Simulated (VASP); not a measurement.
Output of a VASP run:

OUTCAR:
```
 ion  position               nearest neighbor table
   1  0.000  0.000  0.000-   3 1.95   6 1.95   5 2.00   4 2.00   4 2.00   5 2.00   2 3.56   2 3.56
                             2 3.56   2 3.56   2 3.56   2 3.56   2 3.56   2 3.56
   2  0.500  0.500  0.500-   4 1.95   5 1.95   3 2.00   6 2.00   3 2.00   6 2.00   1 3.56   1 3.56
                             1 3.56   1 3.56   1 3.56   1 3.56   1 3.56   1 3.56
   3  0.305  0.305  0.000-   1 1.95   2 2.00   2 2.00
   4  0.805  0.195  0.500-   2 1.95   1 2.00   1 2.00
   5  0.195  0.805  0.500-   2 1.95   1 2.00   1 2.00
   6  0.695  0.695  0.000-   1 1.95   2 2.00   2 2.00
  LATTYP: Found a simple tetragonal cell.
 ALAT       =     4.5182438257
 C/A-ratio  =     0.6923039174
 Subroutine PRICEL returns:
 Original cell was already a primitive cell.
 Subroutine GETGRP returns: Found 16 space group operations
The static configuration has the point symmetry D_2h.
 The point group associated with its full space group is D_4h.
The dynamic configuration has the point symmetry D_2h.
 Subroutine INISYM returns: Found 16 space group operations
 Subroutine IBZKPT returns following result:
 Found     24 irreducible k-points:

 Following reciprocal coordinates:
            Coordinates               Weight
  0.000000  0.000000  0.000000      1.000000
  0.200000  0.000000  0.000000      4.000000
  0.400000  0.000000  0.000000      4.000000
  0.200000  0.200000  0.000000      4.000000
  0.400000  0.200000  0.000000      8.000000
  0.400000  0.400000  0.000000      4.000000
  0.000000  0.000000  0.142857      2.000000
  0.200000  0.000000  0.142857      8.000000
  0.400000  0.000000  0.142857      8.000000
  0.200000  0.200000  0.142857      8.000000
  0.400000  0.200000  0.142857     16.000000
  0.400000  0.400000  0.142857      8.000000
  0.000000  0.000000  0.285714      2.000000
  0.200000  0.000000  0.285714      8.000000
  0.400000  0.000000  0.285714      8.000000
  0.200000  0.200000  0.285714      8.000000
  0.400000  0.200000  0.285714     16.000000
  0.400000  0.400000  0.285714      8.000000
  0.000000  0.000000  0.428571      2.000000
  0.200000  0.000000  0.428571      8.000000
  0.400000  0.000000  0.428571      8.000000
  0.200000  0.200000  0.428571      8.000000
  0.400000  0.200000  0.428571     16.000000
  0.400000  0.400000  0.428571      8.000000
   k-points           NKPTS =     24   k-points in BZ     NKDIM =     24   number of bands    NBANDS=     31
   number of dos      NEDOS =    301   number of ions     NIONS =      6
   total plane-waves  NPLWV =  44800
   dimension x,y,z NGX =    40 NGY =   40 NGZ =   28
   dimension x,y,z NGXF=    80 NGYF=   80 NGZF=   56
   ions per type =               2   4
   PREC   = accura    normal or accurate (medium, high low for compatibility)
   ISTART =      0    job   : 0-new  1-cont  2-samecut
   ICHARG =      2    charge: 1-file 2-atom 10-const
   ISPIN  =      1    spin polarized calculation?
   LNONCOLLINEAR =      F non collinear calculations
   LSORBIT =      F    spin-orbit coupling
   INIWAV =      1    electr: 0-lowe 1-rand  2-diag
   ENCUT  =  620.0 eV  45.57 Ry    6.75 a.u.   9.17  9.17  6.35*2*pi/ulx,y,z
   NELM   =    100;   NELMIN=  2; NELMDL= -5     # of ELM steps
   EDIFF  = 0.1E-05   stopping-criterion for ELM
   LREAL  =      F    real-space projection
   NLSPLINE    = F    spline interpolate recip. space projectors
   LMAXMIX     =    4 max onsite mixed and CHGCAR
   VOSKOWN=      0    Vosko Wilk Nusair interpolation
   EDIFFG = -.2E-01   stopping-criterion for IOM
   NSW    =     40    number of steps for IOM
   NBLOCK =      1;   KBLOCK =     40    inner block; outer block
   IBRION =      2    ionic relax: 0-MD 1-quasi-New 2-CG
   NFREE  =      1    steps in history (QN), initial steepest desc. (CG)
   ISIF   =      3    stress and relaxation
   ISYM   =      2    0-nonsym 1-usesym 2-fastsym
   TEIN   =    0.0    initial temperature
   TEBEG  =    0.0;   TEEND  =   0.0 temperature during run
   SMASS  =  -3.00    Nose mass-parameter (am)
   PSTRESS=  450.0 pullay stress
   NELECT =      52.0000    total number of electrons
...
```

### OSZICAR
```
...
DAV:   7    -0.410355192795E+02    0.50488E-07   -0.58019E-07   955   0.116E-02
   6 F= -.23822538E+02 E0= -.23822538E+02  d E =-.198561E-02
       N       E                     dE             d eps       ncg     rms          rms(c)
DAV:   1    -0.410439177045E+02   -0.83984E-02   -0.97877E-02  1577   0.243E+00    0.224E-01
DAV:   2    -0.410433518107E+02    0.56589E-03   -0.54260E-03  1888   0.805E-01    0.125E-01
DAV:   3    -0.410428529766E+02    0.49883E-03   -0.75700E-04  2284   0.392E-01    0.263E-02
DAV:   4    -0.410428591292E+02   -0.61526E-05   -0.21212E-04  1933   0.111E-01    0.103E-02
DAV:   5    -0.410428577282E+02    0.14010E-05   -0.72526E-06  1735   0.290E-02    0.419E-03
DAV:   6    -0.410428576011E+02    0.12709E-06   -0.10609E-06   968   0.103E-02
   7 F= -.23823028E+02 E0= -.23823028E+02  d E =-.247562E-02
       N       E                     dE             d eps       ncg     rms          rms(c)
DAV:   1    -0.410741483436E+02   -0.31291E-01   -0.24307E-01  1638   0.467E+00    0.333E-01
DAV:   2    -0.410728709199E+02    0.12774E-02   -0.73203E-03  2091   0.986E-01    0.173E-01
DAV:   3    -0.410721912898E+02    0.67963E-03   -0.10752E-03  2132   0.567E-01    0.411E-02
DAV:   4    -0.410721685267E+02    0.22763E-04   -0.24967E-04  2284   0.158E-01    0.139E-02
DAV:   5    -0.410721671837E+02    0.13430E-05   -0.17345E-05  1826   0.417E-02    0.636E-03
DAV:   6    -0.410721668903E+02    0.29337E-06   -0.12582E-06  1017   0.217E-02
   8 F= -.23823869E+02 E0= -.23823869E+02  d E =-.840971E-03
       N       E                     dE             d eps       ncg     rms          rms(c)
DAV:   1    -0.410732525740E+02   -0.10854E-02   -0.34417E-04  1615   0.173E-01    0.124E-02
DAV:   2    -0.410732508622E+02    0.17118E-05   -0.10131E-05  2089   0.400E-02    0.641E-03
DAV:   3    -0.410732498713E+02    0.99098E-06   -0.10273E-06   870   0.228E-02
   9 F= -.23823870E+02 E0= -.23823870E+02  d E =-.841343E-03
       N       E                     dE             d eps       ncg     rms          rms(c)
DAV:   1    -0.410234795115E+02    0.49771E-01   -0.25596E-01  1903   0.654E+00    0.457E-01
DAV:   2    -0.410203596368E+02    0.31199E-02   -0.13077E-02  2250   0.144E+00    0.190E-01
DAV:   3    -0.410194472715E+02    0.91237E-03   -0.18064E-03  2287   0.990E-01    0.564E-02
DAV:   4    -0.410193570715E+02    0.90200E-04   -0.38699E-04  2298   0.406E-01    0.177E-02
DAV:   5    -0.410193586362E+02   -0.15647E-05   -0.11647E-04  1814   0.946E-02    0.694E-03
DAV:   6    -0.410193574110E+02    0.12252E-05   -0.65977E-06  1964   0.332E-02    0.485E-03
DAV:   7    -0.410193572750E+02    0.13600E-06   -0.40946E-07   849   0.959E-03
  10 F= -.23823699E+02 E0= -.23823699E+02  d E =0.170337E-03
       N       E                     dE             d eps       ncg     rms          rms(c)
DAV:   1    -0.410521922793E+02   -0.32835E-01   -0.85832E-02  1903   0.381E+00    0.263E-01
DAV:   2    -0.410511553386E+02    0.10369E-02   -0.43691E-03  2265   0.836E-01    0.110E-01
DAV:   3    -0.410508482138E+02    0.30712E-03   -0.61830E-04  2280   0.571E-01    0.324E-02
DAV:   4    -0.410508186591E+02    0.29555E-04   -0.13323E-04  2305   0.233E-01    0.107E-02
DAV:   5    -0.410508189052E+02   -0.24610E-06   -0.38631E-05  1799   0.541E-02    0.407E-03
DAV:   6    -0.410508184023E+02    0.50293E-06   -0.15277E-06   956   0.193E-02
  11 F= -.23824066E+02 E0= -.23824066E+02  d E =-.196702E-03
```

**OUTCAR**
```
------------------------ aborting loop because EDIFF is reached ----------------------------------------
  FORCE on cell =-STRESS in cart. coord.  units (eV):
  Direction    XX          YY          ZZ          XY          YZ          ZX
  --------------------------------------------------------------------------------------
  Total       17.2021778     17.2021778     17.2453919      0.0000000      0.0000000      0.0000000
  in kB      449.3580685    449.3580685    450.4869139      0.0000000      0.0000000      0.0000000
  external PRESSURE =      -0.2656497 kB  Pullay stress =     450.0000000 kB
  volume of cell :       61.33
      direct lattice vectors                 reciprocal lattice vectors
     4.443500551 -0.000000000  0.000000000     0.225047795  0.000000000  0.000000000
    -0.000000000  4.443500551  0.000000000     0.000000000  0.225047795  0.000000000
     0.000000000  0.000000000  3.106354345     0.000000000  0.000000000  0.321920776
 POSITION                                       TOTAL-FORCE (eV/Angst)
 -----------------------------------------------------------------------------------
      0.00000     -0.00000      0.00000        -0.000000      0.000000      0.000000
      2.22175      2.22175      1.55318        -0.000000      0.000000      0.000000
      1.35750      1.35750      0.00000        -0.006940     -0.006940     -0.000000
      3.57925      0.86425      1.55318        -0.006940      0.006940      0.000000
      0.86425      3.57925      1.55318         0.006940     -0.006940      0.000000
      3.08600      3.08600      0.00000         0.006940      0.006940      0.000000
 -----------------------------------------------------------------------------------
    total drift:                                0.000000     -0.000000     -0.000000
  FREE ENERGIE OF THE ION-ELECTRON SYSTEM (eV)
  ---------------------------------------------------
  free  energy   TOTEN  =       -41.0508184023 eV

  energy  without entropy=      -41.0508184023  energy(sigma->0) =      -41.05081840
  enthalpy is  TOTEN    =       -23.8240663573 eV   P V=       17.2267520450

 reached required accuracy - stopping structural energy minimisation
```
(Selected blocks of OUTCAR.)

File POSCAR:
```
SnO2
1
    4.5182438257     0.0000000000     0.0000000000
    0.0000000000     4.5182438257     0.0000000000
    0.0000000000     0.0000000000     3.1279979001
Sn O
2 4
Direct
  0.0000000000   0.0000000000   0.0000000000
  0.5000000000   0.5000000000   0.5000000000
  0.3052054768   0.3052054768   0.0000000000
  0.8052054768   0.1947945232   0.5000000000
  0.1947945232   0.8052054768   0.5000000000
  0.6947945232   0.6947945232   0.0000000000
```

### Question
Reconstruct the remaining input files.

### Answer
This is not unique; one that fits is the input of the run itself, LDA (Ceperley-Alder, Perdew-Zunger), plane waves, VASP's LDA PAW potentials (set 64).

### INCAR
```
SYSTEM = SnO2
PREC = Accurate; ENCUT = 620; LREAL = .FALSE.
LASPH = .TRUE.
EDIFF = 1E-6; NELM = 100; ALGO = Normal
LMAXMIX = 4
ISMEAR = 0; SIGMA = 0.05
IBRION = 2; NSW = 40; ISIF = 3
EDIFFG = -0.02; PSTRESS = 450
LWAVE = .FALSE.; LCHARG = .FALSE.
```

**KPOINTS**
```
Automatic mesh
0
Gamma
5 5 7
0 0 0
```

POTCAR, in this order: Sn_d O (LDA.64 set). Program: vasp_std.

Energy and stress use the plane-wave basis of the starting cell.

The compound is SnO2 in the rutile structure. This run relaxes it under an external pressure of 45 GPa. Symmetry was kept, so distortions that lower it aren't found.
